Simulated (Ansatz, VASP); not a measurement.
# Cd2TeO: VASP beside Ansatz

Wanted: the spread between two codes on one cell, functional and k mesh. The cell is invented: As first built, before any earlier steps moved the atoms (in the runner's words): it takes the CdTe structure with some of its atoms replaced by other elements, volume scaled by an estimate. It may not be a known or stable phase. The cell is taken from a series of VASP runs on this material, whose earlier steps may have relaxed, scaled or displaced it; both programs get it as it stands.

Calculated with Ansatz 0.2.0; plane waves, with VASP 6.6.1 beside it; single point at BLYP and band structure at BLYP, spin-orbit coupling.

## (1) Set-up

Symmetry: P-4m2, No. 115, tetragonal system. The conventional cell has a = 4.255 Å, b = 4.255 Å, c = 5.882 Å, α = 90.00°, β = 90.00°, γ = 90.00°. Nearest to Te lie 4 Cd at 2.86 Å. Nearest to Cd lie 2 O at 2.36 Å and 2 Te at 2.86 Å. Nearest to O lie 4 Cd at 2.36 Å. As first built, before any earlier steps moved the atoms (in the runner's words): sites of the CdTe structure (space group 216) filled with other elements, volume scaled by an estimate. Farther neighbours and most contacts between anions are not listed.

## (2) VASP: single point, BLYP

With cell and atoms fixed, the geometry can't cause a difference; cores, projectors, grids and the points listed under the comparison can.

Lines of VASP's logs that name or quote its potential files are left out, and so is its time.

INCAR

```
SYSTEM = Cd2TeO
PREC = Accurate
ENCUT = 520
EDIFF = 1E-06
NELM = 100
ISMEAR = -1
SIGMA = 0.05
LREAL = .FALSE.
ALGO = Normal
GGA = B5
ALDAX = 1
AGGAX = 1
AGGAC = 1
ALDAC = 0
NBANDS = 24
LORBIT = 11
LWAVE = .FALSE.
LCHARG = .TRUE.
ISIF = 2
LELF = .TRUE.
LVHAR = .TRUE.
```

POSCAR

```
Cd2TeO
1.0
    4.2550536862      0.0000000000      0.0000000000
    0.0000000000      4.2550536862      0.0000000000
    0.0000000000      0.0000000000      5.8821187959
Te Cd O
1 2 1
Direct
    0.0000000000      0.0000000000      0.5000000000
    0.0000000000      0.5000000000      0.1755364129
    0.5000000000      0.0000000000      0.8244635871
    0.5000000000      0.5000000000      0.0000000000
```

KPOINTS

```
Automatic mesh
0
Gamma
5 5 4
0 0 0
```

Potentials, in the order of the species: Te, Cd and O (PBE family, release 64).

Run with:

```bash
> mpirun -np 2 vasp_std
```

Numbers of over 12 decimals in the logs are rounded to 6 here.

Log:

```text
[banner, memory and clock lines left out]
running    2 mpi-ranks, on    1 nodes
 distrk:  each k-point on    2 cores,    1 groups
 distr:  one band on    1 cores,    2 groups

 POSCAR found type information on POSCAR TeCdO
 POSCAR found :  3 types and       4 ions
|                                                                             |
|               ----> ADVICE to this user running VASP <----                  |
|                                                                             |
|     You enforced a specific xc type in the INCAR file but a different       |
|     [... a line on the potential file left out ...]
|     I HOPE YOU KNOW WHAT YOU ARE DOING!                                     |
|                                                                             |

 LDA part: xc-table for (Slater(with rela. corr.)+VWN5), standard interpolation
 POSCAR, INCAR and KPOINTS ok, starting setup
 FFT: planning ... GRIDC
 FFT: planning ... GRID_SOFT
 FFT: planning ... GRID
 WAVECAR not read
 entering main loop
       N       E                     dE             d eps       ncg     rms          rms(c)
DAV:   1     0.249452535631E+03    0.24945E+03   -0.17735E+04   864   0.136E+03
DAV:   2     0.140336769984E+01   -0.24805E+03   -0.24009E+03   968   0.336E+02
DAV:   3    -0.132758851250E+02   -0.14679E+02   -0.14559E+02  1032   0.835E+01
DAV:   4    -0.134209903701E+02   -0.14511E+00   -0.14507E+00  1080   0.800E+00
DAV:   5    -0.134220282199E+02   -0.10378E-02   -0.10378E-02  1048   0.589E-01    0.114E+01
DAV:   6    -0.105730762287E+02    0.28490E+01   -0.13783E+01  1208   0.408E+01    0.890E+00
DAV:   7    -0.101985458054E+02    0.37453E+00   -0.44686E+00   904   0.125E+01    0.462E+00
DAV:   8    -0.101439528332E+02    0.54593E-01   -0.45232E-01   944   0.402E+00    0.156E+00
DAV:   9    -0.101425653020E+02    0.13875E-02   -0.24663E-02  1048   0.131E+00    0.422E-01
DAV:  10    -0.101425546059E+02    0.10696E-04   -0.51224E-03   936   0.445E-01    0.136E-01
DAV:  11    -0.101427352646E+02   -0.18066E-03   -0.58516E-04   944   0.162E-01    0.398E-02
DAV:  12    -0.101427934943E+02   -0.58230E-04   -0.13877E-04   936   0.736E-02    0.246E-02
DAV:  13    -0.101427941351E+02   -0.64075E-06   -0.61669E-06  1048   0.193E-02
   1 F= -.10142794E+02 E0= -.10139951E+02  d E =-.568594E-02
```

From OUTCAR (step 2):

```text
ion  position               nearest neighbor table
   1  0.000  0.000  0.500-   2 2.86   3 2.86   2 2.86   3 2.86
   2  0.000  0.500  0.176-   4 2.36   4 2.36   1 2.86   1 2.86   3 3.65   3 3.65   3 3.65   3 3.65

  LATTYP: Found a simple tetragonal cell.
 ALAT       =     4.2550536862
 C/A-ratio  =     1.3823841553

 Subroutine GETGRP returns: Found  8 space group operations
 (whereof  8 operations were pure point group operations)

The static configuration has the point symmetry D_2d.

 Found     18 irreducible k-points:

   k-points           NKPTS =     18   k-points in BZ     NKDIM =     18   number of bands    NBANDS=     24

   dimension x,y,z NGX =    32 NGY =   32 NGZ =   48
   dimension x,y,z NGXF=    64 NGYF=   64 NGZF=   96

   ENCUT  =  520.0 eV  38.22 Ry    6.18 a.u.   7.91  7.91 10.94*2*pi/ulx,y,z

   NELECT =      36.0000    total number of electrons

 k-points in reciprocal lattice and weights: Automatic mesh
   0.00000000  0.00000000  0.00000000       0.010
   0.20000000  0.00000000  0.00000000       0.040
   0.40000000  0.00000000  0.00000000       0.040
   0.20000000  0.20000000  0.00000000       0.040
   0.40000000  0.20000000  0.00000000       0.080
   0.40000000  0.40000000  0.00000000       0.040
   0.00000000  0.00000000  0.25000000       0.020
   0.20000000  0.00000000  0.25000000       0.080
   0.40000000  0.00000000  0.25000000       0.080
[...]
0.40000000  0.20000000  0.50000000       0.080
   0.40000000  0.40000000  0.50000000       0.040

 average (electrostatic) potential at core
       1 -91.7994       2 -39.4782       3 -39.4782       4 -72.7591

 E-fermi :   2.1419

 k-point     1 :       0.0000    0.0000    0.0000
  band No.  band energies     occupation
    ...
     15      -0.4203      2.00000
     16       0.9070      2.00000
     17       1.2786      2.00000
     18       1.9272      1.97305
     19       1.9272      1.97305
     20       5.6965      0.00000
     21       5.9406      0.00000
     22       8.7357      0.00000
     23       8.7357      0.00000
     24       8.7967      0.00000

 k-point     2 :       0.2000    0.0000    0.0000
  band No.  band energies     occupation
    ...
     14      -0.8907      2.00000
     15      -0.3014      2.00000
     16       0.3043      2.00000
     17       1.0368      2.00000
     18       1.9469      1.96031
     19       2.2857      0.10675
     20       5.7840      0.00000
     21       6.5576      0.00000
     22       7.8986      0.00000
     23       8.5557      0.00000
    ...

 k-point     3 :       0.4000    0.0000    0.0000
  band No.  band energies     occupation
    ...
     14      -1.3229      2.00000
     15      -0.3169      2.00000
     16      -0.0991      2.00000
     17       0.3695      2.00000
     18       1.9758      1.93039
     19       3.5410      0.00000
     20       4.9262      0.00000
     21       6.3501      0.00000
     22       6.9631      0.00000
     23       8.9251      0.00000
    ...

  Total       -0.0347530     -0.0347530     -0.0303745      0.0000000      0.0000000      0.0000000
  in kB       -0.5228284     -0.5228284     -0.4569575      0.0000000      0.0000000      0.0000000
  external PRESSURE =      -0.5008714 kB  Pullay stress =       0.0000000 kB

  energy-cutoff  :      520.00
  volume of cell :      106.50
      direct lattice vectors                 reciprocal lattice vectors
     4.255053686  0.000000000  0.000000000     0.235014661  0.000000000  0.000000000
     0.000000000  4.255053686  0.000000000     0.000000000  0.235014661  0.000000000
     0.000000000  0.000000000  5.882118796     0.000000000  0.000000000  0.170006767

 POSITION                                       TOTAL-FORCE (eV/Angst)
 -----------------------------------------------------------------------------------
      0.00000      0.00000      2.94106         0.000000      0.000000      0.000000
      0.00000      2.12753      1.03253        -0.000000      0.000000     -0.010015
      2.12753      0.00000      4.84959         0.000000      0.000000      0.010015
      2.12753      2.12753      0.00000         0.000000     -0.000000      0.000000
 -----------------------------------------------------------------------------------
    total drift:                                0.000000     -0.000000      0.000000

  FREE ENERGIE OF THE ION-ELECTRON SYSTEM (eV)
  ---------------------------------------------------
  free  energy   TOTEN  =       -10.1427941351 eV

  energy  without entropy=      -10.1371081983  energy(sigma->0) =      -10.13995117

 total charge
# of ion       s       p       d       tot
------------------------------------------
    1        1.376   2.055   0.017   3.448
    2        0.419   0.238   9.574  10.231
    3        0.419   0.238   9.574  10.231
    4        1.563   3.287   0.000   4.850
--------------------------------------------------
tot          3.777   5.818  19.164  28.759

[... 3 further parts left out ...]
```

The run ends at a pressure of -0.05 GPa, with forces up to 0.010 eV/Å.

## (3) Ansatz: single point, BLYP

Ansatz runs on its default PAW (the set named soft_2) files.

The same cell, functional (in two slightly different forms), mesh and smearing now go to Ansatz, which takes its cutoff from its data sets.

input.yaml

```yaml
crystal:
  lattice:
    - [4.2550536862, 0.0, 0.0]
    - [0.0, 4.2550536862, 0.0]
    - [0.0, 0.0, 5.8821187959]
  atoms:
    - { symbol: Te, position: [0.0, 0.0, 0.5] }
    - { symbol: Cd, position: [0.0, 0.5, 0.1755364129] }
    - { symbol: Cd, position: [0.5, 0.0, 0.8244635871] }
    - { symbol: O, position: [0.5, 0.5, 0.0] }
hamiltonian:
  xc: blyp
  pseudopotentials: { kind: paw }
kpoints:
  mp_grid: { grid: [5, 5, 4] }
scf:
  occupations: { method: fermi_dirac, width: 0.05 }
  n_extra_bands: 5
output:
  forces: true
  stress: true
  eigenvalues: true
  write_density: true
  write_potential: true
  elf: true
  volumetric_format: npy
```

Run with:

```bash
> ansatz run input.yaml --threads 2 --pin off --max-ram 4608MiB --backend cpu --events-out ev --progress --plain --runs-dir out
```

Log:

```text
scf.n_extra_bands = 5 over 31 filled bands (N_el = 62.0): the run solves 36 bands
Engine: ansatz 0.2.0, aarch64-unknown-linux-gnu
Pseudopotentials: kind: paw
Pseudopotential: Te, paw, valence charge 16, recommended cutoff 420 eV (normal), Te.paw.azcp
Pseudopotential: Cd, paw, valence charge 20, recommended cutoff 420 eV (normal), Cd.paw.azcp
Pseudopotential: O, paw, valence charge 6, recommended cutoff 420 eV (normal), O.paw.azcp
Functional definition: BLYP
  parameter beta = 0.0042
  parameter a = 0.04918
  parameter b = 0.132
  parameter c = 0.2533
  parameter d = 0.349
  exchange = b88_x(beta = beta)
  correlation = lyp_c(a = a, b = b, c = c, d = d)
Crystal: 4 atoms, lattice volume = 106.499 Å³
Basis set: ecut = 420 eV, 2075 PW (Γ), exchange–correlation on 60×60×80 points (8 copies of the dense FFT grid, shifted against one another)
Bands: 36, of which v1, the nominal top of the filled ones, is band 31 counted from 1 (30 counted from 0)
Symmetry: 8 space group operations
Space group: P-4m2 (ITA 115), of the structure as read, at distance tolerance 4.7e-5 Å
k-points: 18 of 100 (time reversal used)
Non-local potential: Te, projectors of the file, l = 0: 2, l = 1: 2, l = 2: 2, l = 3: 2
Non-local potential: Cd, projectors of the file, l = 0: 3, l = 1: 2, l = 2: 2, l = 3: 1
Non-local potential: O, projectors of the file, l = 0: 2, l = 1: 2, l = 2: 1
PAW form: soft (Blöchl's): semilocal exchange-correlation on the pseudo side does not see the compensation charge
PAW frozen core: Te, regenerated for the run's functional, and the local potential with it (the file was generated under x = pbe(κ = 0.804, μ = 0.219515), c = pbe(β = 0.066725))
PAW frozen core: Cd, regenerated for the run's functional, and the local potential with it (the file was generated under x = pbe(κ = 0.804, μ = 0.219515), c = pbe(β = 0.066725))
PAW frozen core: O, regenerated for the run's functional, and the local potential with it (the file was generated under x = pbe(κ = 0.804, μ = 0.219515), c = pbe(β = 0.066725))
PAW one-centre angular grid: Te, 590 points (default); XC on 64 Gauss nodes
PAW one-centre angular grid: Cd, 590 points (default); XC on 64 Gauss nodes
PAW one-centre angular grid: O, 110 points (default); XC on 64 Gauss nodes
Initial density: superposition of atomic densities (neutral atoms: chi_scale 0, normalization atom), corrected by the library's trained network
Initial wavefunctions: pseudopotential atomic-orbital guess
Functional: x = b88, c = lyp
SCF iter   1: F=—  HF=-24106.723624 eV  |F-HF|=—  |Δ(HF+E_count)|=         —  Δρ=8.98e-3  dr2=7.56e-2  ethr=1.77e-3  ⟨swp⟩=6.2  Hψ=2495  notcnv=0
preconditioner: auto → Resta (q_TF=auto, 2.493 Å⁻¹)  ε∞=5.0  [insulator: Δε(μ)=0.310 eV  Ē_g=10.807 eV  σ=0.050 eV  W_gap=0.89  n_scr=28 (ndim 8)  ℏωp=21.6 eV  f_vac=0.147  D(μ)=0.44/eV (n_scr^D=0)  ε∞_Penn≈5.0]
SCF iter   2: F=—  HF=-24106.713225 eV  |F-HF|=—  |Δ(HF+E_count)|=   1.04e-2  Δρ=4.98e-3  dr2=3.38e-2  ethr=1.22e-4  ⟨swp⟩=2.1  Hψ=1198  notcnv=0  defer=10
SCF iter   3: F=—  HF=-24106.708613 eV  |F-HF|=—  |Δ(HF+E_count)|=   4.61e-3  Δρ=1.81e-3  dr2=4.14e-3  ethr=5.46e-5  ⟨swp⟩=2.0  Hψ=1028  notcnv=0  defer=10
SCF iter   4: F=—  HF=-24106.707876 eV  |F-HF|=—  |Δ(HF+E_count)|=   7.37e-4  Δρ=4.54e-4  dr2=3.58e-4  ethr=6.67e-6  ⟨swp⟩=2.0  Hψ=876  notcnv=0  defer=10
SCF iter   5: F=—  HF=-24106.707891 eV  |F-HF|=—  |Δ(HF+E_count)|=   1.55e-5  Δρ=1.32e-4  dr2=4.06e-5  ethr=5.77e-7  ⟨swp⟩=2.0  Hψ=945  notcnv=0  defer=10
SCF iter   6: F=—  HF=-24106.707884 eV  |F-HF|=—  |Δ(HF+E_count)|=   7.13e-6  Δρ=3.41e-5  dr2=1.93e-6  ethr=6.55e-8  ⟨swp⟩=2.0  Hψ=925  notcnv=0  defer=10
SCF iter   7: F=—  HF=-24106.707886 eV  |F-HF|=—  |Δ(HF+E_count)|=   1.18e-6  Δρ=1.09e-5  dr2=1.21e-7  ethr=3.12e-9  ⟨swp⟩=2.0  Hψ=951  notcnv=0  defer=10
SCF iter   8: F=-24106.707886 eV  HF=-24106.707886 eV  |F-HF|=6.54e-9  |Δ(HF+E_count)|=   5.33e-8  Δρ=2.76e-6  dr2=1.50e-8  ethr=1.61e-10  ⟨swp⟩=11.6  Hψ=4419  notcnv=0
SCF 1 converged in 8 iterations: F = -24106.707886 eV  dr2 = 1.50e-8
  greatest PAW one-centre occupation: 1.000 electrons in one spin orbital (limit 2), on the Cd atom at site 2 (counted from 0), in its partial waves of l = 0
SCF converged after 8 iterations
Free energy (F): -24106.707886 eV
Harris-Foulkes:  -24106.707886 eV  (|F-HF|=6.54e-9)
Internal energy: -24106.702231 eV  (E = F + TS)
E sigma→0 (E₀):  -24106.705058 eV
Entropy (-TS):   -0.005654 eV (-1.414 meV/atom)
Fermi energy:    7.977594 eV
--- Per-component energies (eV) ---
  E_band       = -1273.791181
  E_kinetic    = 1362.077067
  E_local      = -9329.494983  (includes V_loc(G=0)·N_el)
  E_nonlocal   = -200.911183
  E_hartree    = 4505.913865
  E_xc         = -543.372208
  E_vxc        = -628.896653  (∫ρ·V_xc dr)
  E_paw        = -13044.462272  (= ΣΔE_a)
  E_vpaw       = -1488.403391  (= ΣTr[D̂ρ^β])
  E_aug_tail   = 0.002206  (compensation charges beyond the density's cutoff)
  E_ewald      = -6856.590878
  E_core_change = 0.136156  (= ΣΔE_core)
  E_smearing   = -0.005654  (= −TS)
  E_closure    = 0.000000  (closes the sum)
  Σ components = -24106.707886   (vs F -24106.707886, Δ=0.00e0)
--- Forces (eV/Å), atoms counted from 1 ---
  atom   1  Te     0.00000000     0.00000000     0.00000000
  atom   2  Cd    -0.00000000     0.00000000    -0.02123933
  atom   3  Cd     0.00000000     0.00000000     0.02123933
  atom   4  O      0.00000000     0.00000000     0.00000000
  max |Σ_I F_I| component: 4.16e-17 eV/Å
--- Stress (GPa, compression-positive) ---
       -0.416949       0.000000       0.000000
        0.000000      -0.416949       0.000000
        0.000000       0.000000      -0.350753
  P = ⅓ Tr σ = -0.3949 GPa (-3.949 kbar)
--- Band table (eV; the first three rows and the last of 18) ---
  k-point 0: bands = [... 27 lower, 5.4290, 6.7369, 7.1165, 7.7623, 7.7623, 11.5336, 11.7837, 14.6084, ... 1 higher]
  k-point 1: bands = [... 27 lower, 5.5075, 6.0896, 7.6926, 7.6926, 8.3693, 11.3775, 11.9456, 13.6777, ... 1 higher]
  k-point 2: bands = [... 27 lower, 5.5922, 5.8416, 7.6163, 7.6163, 9.7968, 10.5646, 12.3134, 12.8652, ... 1 higher]
  k-point 17: bands = [... 27 lower, 5.2682, 5.5585, 5.9584, 6.1351, 10.5063, 10.9195, 12.5618, 13.1071, ... 1 higher]
```

Wall time 3.5 s (2 threads of Arm Neoverse V2, shared host); peak memory 0.52 GiB; 6.8 s of CPU time.

The run ends at a pressure of -0.39 GPa, with forces up to 0.021 eV/Å.

## (4) Differences

Known differences besides the potentials themselves: the data sets hold 62 valence electrons in Ansatz (default PAW (the set named soft_2) files) and 36 in VASP; the cutoff is 420 eV in Ansatz and 520 eV in VASP; Ansatz makes its cores anew for this functional, VASP keeps those of its PBE data sets; VASP leaves aspherical gradient terms in its spheres out (LASPH is not set), Ansatz keeps them; VASP's log shows a relativistic correction to its local exchange, Ansatz's none. Total energies have different zeros and are not compared.

The two programs side by side:

| quantity | Ansatz | VASP | difference |
| --- | --- | --- | --- |
| pressure (GPa) | -0.39 | -0.05 | -0.34 |
| pressure without Ansatz's Pulay correction (GPa) | -0.58 | -0.05 | -0.53 |

At this near-relaxed geometry the largest component of a force difference is 11 meV/Å. Ansatz's pressure holds a Pulay correction of 0.18 GPa; VASP's holds none.

(Part 1 of 2 ends here.)

[Lines on the potential files, build, host, timing and source positions are cut from VASP's logs without a mark.]

[Logs are printed without paths, hosts, clocks, repeated set-up lines and the standing remarks that a program may print on its own settings, such as how far it seeks lower states.]

[Hosts, paths, dates, database ids (printed as entryN), source tags and the programs' standing remarks are cut or masked in the printed files.]
